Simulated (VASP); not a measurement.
Output of a VASP run:

**OSZICAR**
```
       N       E                     dE             d eps       ncg     rms          rms(c)
DAV:   1     0.485462499904E+03    0.48546E+03   -0.22277E+04  4428   0.234E+03
DAV:   2     0.351166427459E+02   -0.45035E+03   -0.43974E+03  4936   0.531E+02
DAV:   3    -0.301495678227E+02   -0.65266E+02   -0.63752E+02  5238   0.204E+02
DAV:   4    -0.332298438955E+02   -0.30803E+01   -0.30652E+01  5722   0.459E+01
DAV:   5    -0.333069900512E+02   -0.77146E-01   -0.77081E-01  5744   0.698E+00    0.150E+01
DAV:   6    -0.288679561110E+02    0.44390E+01   -0.21965E+01  6802   0.634E+01    0.118E+01
DAV:   7    -0.288485306426E+02    0.19425E-01   -0.15930E+00  5010   0.106E+01    0.328E+00
DAV:   8    -0.288036324742E+02    0.44898E-01   -0.19289E-01  6780   0.361E+00    0.166E+00
DAV:   9    -0.287861067022E+02    0.17526E-01   -0.66618E-02  7222   0.352E+00    0.469E-01
DAV:  10    -0.287836852497E+02    0.24215E-02   -0.17089E-02  6346   0.120E+00    0.189E-01
DAV:  11    -0.287838136857E+02   -0.12844E-03   -0.45458E-03  6676   0.595E-01    0.914E-02
DAV:  12    -0.287839565893E+02   -0.14290E-03   -0.47517E-04  5550   0.177E-01    0.344E-02
DAV:  13    -0.287839530690E+02    0.35203E-05   -0.93941E-05  6360   0.895E-02    0.129E-02
DAV:  14    -0.287839534893E+02   -0.42032E-06   -0.13078E-05  5126   0.249E-02    0.763E-03
DAV:  15    -0.287839543860E+02   -0.89663E-06   -0.37636E-06  6618   0.163E-02    0.491E-03
DAV:  16    -0.287839540076E+02    0.37834E-06   -0.14123E-06  5436   0.130E-02    0.120E-03
DAV:  17    -0.287839540572E+02   -0.49635E-07   -0.25204E-07  3630   0.316E-03
   1 F= -.28783954E+02 E0= -.28783954E+02  d E =0.000000E+00
```

File OUTCAR:
```
------------------------ aborting loop because EDIFF is reached ----------------------------------------
  FORCE on cell =-STRESS in cart. coord.  units (eV):
  Direction    XX          YY          ZZ          XY          YZ          ZX
  --------------------------------------------------------------------------------------
  Total        0.0064542      0.0064542      0.0310283      0.0000000     -0.0000000      0.0000000
  in kB        0.1509172      0.1509172      0.7255332      0.0000000     -0.0000000      0.0000000
  external PRESSURE =       0.3424559 kB  Pullay stress =       0.0000000 kB
  volume of cell :       68.52
      direct lattice vectors                 reciprocal lattice vectors
     1.664858275  0.961206148  7.136183909     0.300325864  0.173393191  0.046710315
    -1.664858275  0.961206148  7.136183909    -0.300325864  0.173393191  0.046710315
     0.000000000 -1.922413425  7.136183912     0.000000000 -0.346786382  0.046710288
 POSITION                                       TOTAL-FORCE (eV/Angst)
 -----------------------------------------------------------------------------------
      0.00000     -0.00000      8.59992        -0.000000      0.000000     -0.018279
      0.00000     -0.00000     12.80863        -0.000000     -0.000000      0.018279
      0.00000      0.00000      0.00000         0.000000     -0.000000     -0.000000
      0.00000     -0.00000      4.88553        -0.000000     -0.000000      0.018957
      0.00000     -0.00000     16.52302        -0.000000      0.000000     -0.018957
 -----------------------------------------------------------------------------------
    total drift:                                0.000000     -0.000000      0.000000
  FREE ENERGIE OF THE ION-ELECTRON SYSTEM (eV)
  ---------------------------------------------------
  free  energy   TOTEN  =       -28.7839540572 eV

  energy  without entropy=      -28.7839540572  energy(sigma->0) =      -28.78395406

 total charge

# of ion       s       p       d       tot
------------------------------------------
    1        0.675   0.663  10.050  11.387
    2        0.675   0.663  10.050  11.387
    3        1.571   3.350   0.000   4.921
    4        1.564   3.415   0.000   4.979
    5        1.564   3.415   0.000   4.979
--------------------------------------------------
tot          6.050  11.505  20.099  37.654

 Electric field gradients after diagonalization (V/A^2)
 (convention: |V_zz| > |V_xx| > |V_yy|)
----------------------------------------------------------------------
 ion       V_xx      V_yy      V_zz     asymmetry (V_yy - V_xx)/ V_zz
----------------------------------------------------------------------
   1     -79.157   -79.155   158.312       0.000
   2     -79.157   -79.155   158.312       0.000
   3       9.339     9.339   -18.677       0.000
   4      29.682    29.681   -59.363       0.000
   5      29.682    29.681   -59.363       0.000
```
(Selected blocks of OUTCAR.)

File POSCAR:
```
In2O3
1
    1.6648582750     0.9612061482     7.1361839093
   -1.6648582750     0.9612061482     7.1361839093
    0.0000000000    -1.9224134254     7.1361839123
In O
2 3
Direct
  0.4017049079   0.4017049079   0.4017049081
  0.5982950921   0.5982950921   0.5982950919
  1.0000000000   1.0000000000   1.0000000000
  0.2282047316   0.2282047316   0.2282047317
  0.7717952684   0.7717952684   0.7717952683
```

Task: Write an INCAR and KPOINTS that could have produced this output.

Result: One answer among several that fit: the input of the run itself, PBEsol GGA, plane waves, VASP's PBE PAW potentials (set 64).

**INCAR**
```
SYSTEM = In2O3
PREC = Accurate
ENCUT = 520
EDIFF = 1E-7
NELM = 100
ALGO = Normal
LREAL = .FALSE.
LASPH = .TRUE.
ISMEAR = -5
GGA = PS
LMAXMIX = 4
LWAVE = .FALSE.
LCHARG = .TRUE.
LORBIT = 11
NEDOS = 601
ISIF = 2
LEFG = .TRUE.
```

KPOINTS:
```
Automatic mesh
0
Gamma
9 9 9
0 0 0
```

POTCAR, in this order: In_d O (PBE.64 set). Program: vasp_std.

Without a dispersion term in the relaxation, distances and binding between the weakly bound layers, chains or molecules are unreliable, and so is what depends on them.

The structure was generated: In2O3 was put into the Bi2Te3 type (R-3m), which need not be its known phase. It was relaxed first, which changed the volume by +25 %.
